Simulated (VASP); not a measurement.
# LaIn3 (Pm-3m) in VASP: single point with LDA

Aim: the single point of LaIn3 with LDA.

Program: VASP 6.6.1. These are calculated values, not measurements. Logs are shortened: lines on timing, memory, paths and dates and some standing lists are left out, and cuts for length are marked.

## Step 1: Starting point

Symmetry: Pm-3m, No. 221, cubic system. The conventional cell has a = 4.774 Å, b = 4.774 Å, c = 4.774 Å, α = 90.00°, β = 90.00°, γ = 90.00°. La (site symmetry m-3m) has 12 In at 3.38 Å as nearest neighbours. Around In (site symmetry 4/mmm) lie 4 La at 3.38 Å and 8 In at 3.38 Å.

The cell comes from a database or a generator and needn't be the stable form of this composition.

## Step 2: Single point, LDA

Contents of INCAR:

```
  ALGO = Fast
  EDIFF = 1E-6
  ENCUT = 520
  GGA = CA
  ISIF = 2
  ISMEAR = -1
  LASPH = True
  LCHARG = True
  LELF = True
  LREAL = False
  LVHAR = True
  LWAVE = False
  NBANDS = 33
  NELM = 100
  PREC = Accurate
  SIGMA = 0.05
```

Contents of KPOINTS:

```
k-points
0
Gamma
  9 9 9
```

Contents of POSCAR:

```
LaIn3
1.0
    4.7740503900      0.0000000000      0.0000000000
    0.0000000000      4.7740503900      0.0000000000
    0.0000000000      0.0000000000      4.7740503900
La In
1 3
Direct
    0.0000000000      0.0000000000      0.0000000000
    0.5000000000      0.0000000000      0.5000000000
    0.0000000000      0.5000000000      0.5000000000
    0.5000000000      0.5000000000      0.0000000000
```

Potentials or basis: VASP PAW LDA potentials, release 64 (La, In_d).

The run is started by

```sh
> cat potpaw_LDA.64/La/POTCAR potpaw_LDA.64/In_d/POTCAR > POTCAR
> mpirun -np 1 vasp_std > vasp.out
```

OUTCAR:

```text
EDIFF = 1E-6
   ENCUT = 520
   GGA = CA
   ISIF = 2
   ISMEAR = -1
   LASPH = True
   LREAL = False
   NELM = 100
   PREC = Accurate

 ion  position               nearest neighbor table
   1  0.000  0.000  0.000-   2 3.38   3 3.38   4 3.38   2 3.38   3 3.38   3 3.38   4 3.38   3 3.38
                             2 3.38   4 3.38   2 3.38   4 3.38
   2  0.500  0.000  0.500-   1 3.38   3 3.38   4 3.38   1 3.38   4 3.38   3 3.38   4 3.38   4 3.38
                             1 3.38   3 3.38   1 3.38   3 3.38
   3  0.000  0.500  0.500-   1 3.38   2 3.38   4 3.38   1 3.38   4 3.38   1 3.38   2 3.38   1 3.38
                             2 3.38   4 3.38   4 3.38   2 3.38
   4  0.500  0.500  0.000-   1 3.38   2 3.38   3 3.38   2 3.38   3 3.38   1 3.38   2 3.38   2 3.38
                             1 3.38   3 3.38   3 3.38   1 3.38

  LATTYP: Found a simple cubic cell.
 ALAT       =     4.7740503900

  Lattice vectors:

 A1 = (   4.7740503900,   0.0000000000,   0.0000000000)
 A2 = (   0.0000000000,   4.7740503900,   0.0000000000)
 A3 = (   0.0000000000,   0.0000000000,   4.7740503900)

Analysis of symmetry for initial positions (statically):
=====================================================================
 Subroutine PRICEL returns:
 Original cell was already a primitive cell.

 Routine SETGRP: Setting up the symmetry group for a
 simple cubic supercell.

 Subroutine GETGRP returns: Found 48 space group operations
 (whereof 48 operations were pure point group operations)
 out of a pool of 48 trial point group operations.

The static configuration has the point symmetry O_h .

Analysis of symmetry for dynamics (positions and initial velocities):
=====================================================================
 Subroutine PRICEL returns:
 Original cell was already a primitive cell.

 Routine SETGRP: Setting up the symmetry group for a
 simple cubic supercell.

 Subroutine GETGRP returns: Found 48 space group operations
 (whereof 48 operations were pure point group operations)
 out of a pool of 48 trial point group operations.

The dynamic configuration has the point symmetry O_h .

 Subroutine INISYM returns: Found 48 space group operations
 (whereof 48 operations are pure point group operations),
 and found     1 'primitive' translations

----------------------------------------------------------------------------------------

                                     Primitive cell

  volume of cell :     108.8080

  direct lattice vectors                    reciprocal lattice vectors
     4.774050390  0.000000000  0.000000000     0.209465740  0.000000000  0.000000000
     0.000000000  4.774050390  0.000000000     0.000000000  0.209465740  0.000000000
     0.000000000  0.000000000  4.774050390     0.000000000  0.000000000  0.209465740

  length of vectors
     4.774050390  4.774050390  4.774050390     0.209465740  0.209465740  0.209465740

  position of ions in fractional coordinates (direct lattice)
     0.000000000  0.000000000  0.000000000
     0.500000000  0.000000000  0.500000000
     0.000000000  0.500000000  0.500000000
     0.500000000  0.500000000  0.000000000

  ion indices of the primitive-cell ions
   primitive index   ion index
                 1           1
                 2           2
                 3           3
                 4           4

----------------------------------------------------------------------------------------

 KPOINTS: k-points

Automatic generation of k-mesh.
 Grid dimensions read from file:
 generate k-points for:    9    9    9

 Generating k-lattice:

  Cartesian coordinates                     Fractional coordinates (reciprocal lattice)
     0.023273971  0.000000000  0.000000000     0.111111111  0.000000000  0.000000000
     0.000000000  0.023273971  0.000000000     0.000000000  0.111111111  0.000000000
     0.000000000  0.000000000  0.023273971     0.000000000  0.000000000  0.111111111

  Length of vectors
     0.023273971  0.023273971  0.023273971

  Shift w.r.t. Gamma in fractional coordinates (k-lattice)
     0.000000000  0.000000000  0.000000000

 Subroutine IBZKPT returns following result:
 ===========================================

 Found     35 irreducible k-points:

 Following reciprocal coordinates:
            Coordinates               Weight
  0.000000  0.000000  0.000000      1.000000
  0.111111  0.000000  0.000000      6.000000
  0.222222  0.000000  0.000000      6.000000
  0.333333  0.000000  0.000000      6.000000
  0.444444  0.000000  0.000000      6.000000
  0.111111  0.111111  0.000000     12.000000
[... 16 lines left out ...]
  0.333333  0.333333  0.111111     24.000000
  0.444444  0.333333  0.111111     48.000000
 [... further k-points ...]
   k-points           NKPTS =     35   k-points in BZ     NKDIM =     35   number of bands    NBANDS=     33
   number of dos      NEDOS =    301   number of ions     NIONS =      4
   total plane-waves  NPLWV =  46656
   dimension x,y,z NGX =    36 NGY =   36 NGZ =   36
   dimension x,y,z NGXF=    72 NGYF=   72 NGZF=   72
   ions per type =               1   3
   NGX,Y,Z   is equivalent  to a cutoff of  12.54, 12.54, 12.54 a.u.
   NGXF,Y,Z  is equivalent  to a cutoff of  25.07, 25.07, 25.07 a.u.
 SYSTEM =  unknown system
   PREC   = accura    normal or accurate (medium, high low for compatibility)
   ISTART =      0    job   : 0-new  1-cont  2-samecut
   ICHARG =      2    charge: 1-file 2-atom 10-const
   ISPIN  =      1    spin polarized calculation?
   LNONCOLLINEAR =      F non collinear calculations
   LSORBIT =      F    spin-orbit coupling
   LASPH  =      T    aspherical Exc in radial PAW
   ENCUT  =  520.0 eV  38.22 Ry    6.18 a.u.   8.88  8.88  8.88*2*pi/ulx,y,z
   NELM   =    100;   NELMIN=  2; NELMDL= -5     # of ELM steps
   EDIFF  = 0.1E-05   stopping-criterion for ELM
   LREAL  =      F    real-space projection
   EDIFFG = 0.1E-04   stopping-criterion for IOM
   NSW    =      0    number of steps for IOM
   IBRION =     -1    ionic relax: 0-MD 1-quasi-New 2-CG
   NFREE  =      0    steps in history (QN), initial steepest desc. (CG)
   ISIF   =      2    stress and relaxation
   ISYM   =      2    0-nonsym 1-usesym 2-fastsym
   POTIM  = 0.5000    time-step for ionic-motion
   TEBEG  =    0.0;   TEEND  =   0.0 temperature during run
   PSTRESS=    0.0 pullay stress
   NELECT =      50.0000    total number of electrons
   NUPDOWN=      -1.0000    fix difference up-down
   EMIN   =  10.00;   EMAX   =-10.00  energy-range for DOS
   EFERMI =   0.00;   METHOD = LEGACY
   ISMEAR =    -1;   SIGMA  =   0.05  broadening in eV -4-tet -1-fermi 0-gaus
   EFERMI_NEDOS =   21; number of points for ismear=-14 and -15
   IALGO  =     68    algorithm
   IMIX   =      4    mixing-type and parameters
     AMIX     =   0.40;   BMIX     =  1.00
     AMIX_MAG =   1.60;   BMIX_MAG =  1.00
  volume/ion in A,a.u.               =      27.20       183.57
  Fermi-wavevector in a.u.,A,eV,Ry     =   1.263314  2.387317 21.714371  1.595961
  Thomas-Fermi vector in A             =   2.396677
   LORBIT       =      0    0 simple, 1 ext, 2 COOP (PROOUT), +10 PAW based schemes
   GGA     = CA    functional components
   LHFCALC =     F    Hartree Fock is set to
   AEXX    =    0.0000 exact exchange contribution
   IVDW    =     0    specifies the selected vdW correction
   LEPSILON=     F    determine dielectric tensor
   LRPA    =     F    only Hartree local field effects (RPA)
 non-spin polarized calculation
 RMM-DIIS sequential band-by-band and
  energy-cutoff  :      520.00
  volume of cell :      108.81
 maximum number of plane-waves:      2949
 NGX is ok and might be reduce to    36
   NGX = 17   NGY = 17   NGZ = 17

 number of electron      50.0000043 magnetization

 Free energy of the ion-electron system (eV)
  ---------------------------------------------------
  ext. energy  EPLUGINS =         0.00000000
  ---------------------------------------------------
  free energy    TOTEN  =       -17.29844580 eV

  energy without entropy =      -17.28266627  energy(sigma->0) =      -17.29055603

 E-fermi :   7.7654     XC(G=0): -10.5620

 val. band max:        7.7638889530   @ k =   0.3333   0.3333   0.0000
 cond. band min:       7.8303981178   @ k =   0.2222   0.2222   0.1111
 fundamental gap:      0.0665091647
 Fermi energy:         7.7654489783

 k-point     1 :       0.0000    0.0000    0.0000
  band No.  band energies     occupation
      1     -24.6707      2.00000
      2      -8.4544      2.00000
      3      -8.4544      2.00000
      4      -8.4544      2.00000
      5      -6.6881      2.00000
      6      -6.6881      2.00000
[... 25 lines left out ...]
     32       9.9607      0.00000
     33      10.0398      0.00000

 k-point     2 :       0.1111    0.0000    0.0000
  band No.  band energies     occupation
      1     -24.6701      2.00000
      2      -8.4788      2.00000
      3      -8.4616      2.00000
      4      -8.4616      2.00000
      5      -6.6851      2.00000
      6      -6.6726      2.00000
[... 25 lines left out ...]
     32       9.9487      0.00000
     33      10.1745      0.00000

 k-point     3 :       0.2222    0.0000    0.0000
  band No.  band energies     occupation
      1     -24.6688      2.00000
      2      -8.5386      2.00000
      3      -8.4795      2.00000
      4      -8.4795      2.00000
      5      -6.6774      2.00000
      6      -6.6295      2.00000
[... 25 lines left out ...]
     32       9.9255      0.00000
     33      10.2811      0.00000

 k-point     4 :       0.3333    0.0000    0.0000
  band No.  band energies     occupation
      1     -24.6673      2.00000
      2      -8.6037      2.00000
      3      -8.4991      2.00000
      4      -8.4991      2.00000
      5      -6.6679      2.00000
      6      -6.5815      2.00000
[... 673 lines left out ...]
     32       9.8032      0.00000
     33       9.9149      0.00000

 k-point    23 :       0.3333    0.3333    0.1111
  band No.  band energies     occupation
      1     -24.6641      2.00000
      2      -8.6045      2.00000
      3      -8.5632      2.00000
      4      -8.5343      2.00000
      5      -6.6033      2.00000
      6      -6.5778      2.00000
[... 25 lines left out ...]
     32       9.7924      0.00000
     33       9.8717      0.00000

 k-point    24 :       0.4444    0.3333    0.1111
  band No.  band energies     occupation
      1     -24.6633      2.00000
      2      -8.6064      2.00000
      3      -8.5782      2.00000
      4      -8.5421      2.00000
      5      -6.5846      2.00000
      6      -6.5627      2.00000
[... 25 lines left out ...]
     32       9.7920      0.00000
     33       9.8054      0.00000

 [... further k-points ...]
[... 5 lines left out ...]
  --------------------------------------------------------------------------------------
  -------------------------------------------------------------------------------------
  Total       -2.7322260     -2.7322260     -2.7322260      0.0000000      0.0000000      0.0000000
  in kB      -40.2314983    -40.2314983    -40.2314983      0.0000000      0.0000000      0.0000000
  external PRESSURE =     -40.2314983 kB  Pullay stress =       0.0000000 kB

 VOLUME and BASIS-vectors are now :
 -----------------------------------------------------------------------------
  energy-cutoff  :      520.00
  volume of cell :      108.81
      direct lattice vectors                 reciprocal lattice vectors
     4.774050390  0.000000000  0.000000000     0.209465740  0.000000000  0.000000000
     0.000000000  4.774050390  0.000000000     0.000000000  0.209465740  0.000000000
     0.000000000  0.000000000  4.774050390     0.000000000  0.000000000  0.209465740

 POSITION                                       TOTAL-FORCE (eV/Angst)
 -----------------------------------------------------------------------------------
      0.00000      0.00000      0.00000         0.000000      0.000000      0.000000
      2.38703      0.00000      2.38703         0.000000      0.000000      0.000000
      0.00000      2.38703      2.38703         0.000000      0.000000      0.000000
      2.38703      2.38703      0.00000         0.000000      0.000000      0.000000
 -----------------------------------------------------------------------------------
    total drift:                                0.000000      0.000000      0.000000

  FREE ENERGIE OF THE ION-ELECTRON SYSTEM (eV)
  ---------------------------------------------------
  free  energy   TOTEN  =       -17.2984457955 eV

  energy  without entropy=      -17.2826662743  energy(sigma->0) =      -17.29055603
```

Wall time 7.9 min (1 thread of Intel Xeon Platinum 8488C (Sapphire Rapids), shared host); peak memory 0.25 GiB.

Results:

| Quantity | Value |
| --- | --- |
| Free energy | -17.2984 eV |
| Pressure | -4.0 GPa |
| Band gap on the k mesh | none (metal or under the smearing width) |

Levels at points of the mesh, in eV from the Fermi level:
```csv
k point,band 21,band 22,band 23,band 24,band 25,band 26,band 27,band 28,band 29,band 30
"(0.00, 0.00, 0.00)",-3.02,-3.02,-0.99,-0.99,-0.99,1.46,1.46,1.46,1.95,2.20
```

Spin-orbit coupling is left out, which matters for the levels of La.
